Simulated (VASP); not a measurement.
Input:

```xyz
8
Lattice="4.4468 0.0000 0.0000 0.0000 4.4468 0.0000 0.0000 0.0000 4.4468" Properties=species:S:1:pos:R:3 pbc="T T T"
Fe     3.8393     2.8309     1.6159
Fe     1.6159     3.8393     2.8309
Fe     0.6075     0.6075     0.6075
Fe     2.8309     1.6159     3.8393
Si     0.7073     1.5161     2.9307
Si     2.9307     0.7073     1.5161
Si     3.7395     3.7395     3.7395
Si     1.5161     2.9307     0.7073
```

The numbers are results of PBE GGA, VASP's PBE PAW potentials (set 64) (plane waves; VASP), not measurements. Settings: 400 eV cut-off, Gaussian smearing of 0.050 eV, potentials Fe Si.

Question: Give the energies of bands 15 to 28 at the high-symmetry points, in eV from the valence-band maximum.

Answer: 
```tsv
band	Γ	X	M	R	X1
15	-2.39	-2.33	-1.66	-2.49	-2.33
16	-2.39	-2.33	-1.66	-2.49	-2.33
17	-1.85	-1.80	-1.31	-0.72	-1.80
18	-1.85	-1.80	-1.31	-0.72	-1.80
19	-1.85	-1.23	-1.25	-0.72	-1.23
20	-0.28	-1.23	-1.25	-0.72	-1.23
21	-0.28	-0.37	-1.01	-0.66	-0.37
22	-0.28	-0.37	-1.01	-0.66	-0.37
23	-0.04	0.00	-0.35	-0.66	0.00
24	-0.04	0.00	-0.35	-0.66	0.00
25	0.67	0.20	0.64	0.50	0.20
26	0.67	0.20	0.64	0.50	0.20
27	0.67	1.73	1.30	0.50	1.73
28	3.04	1.73	1.30	0.50	1.73
```

The gap is indirect, 0.16 eV, from the valence maximum at Γ-R at 0.27 to the conduction minimum at M-Γ at 0.45.

Measured: gap 0.05 eV (computed value off by +0.11 eV), as given by Jan M Tomczak, Journal of Physics Condensed Matter (2018), arXiv:1802.07220.

The compound is FeSi in the B20 structure. It was relaxed first. The run is not spin-polarised, so no magnetic state was tried.
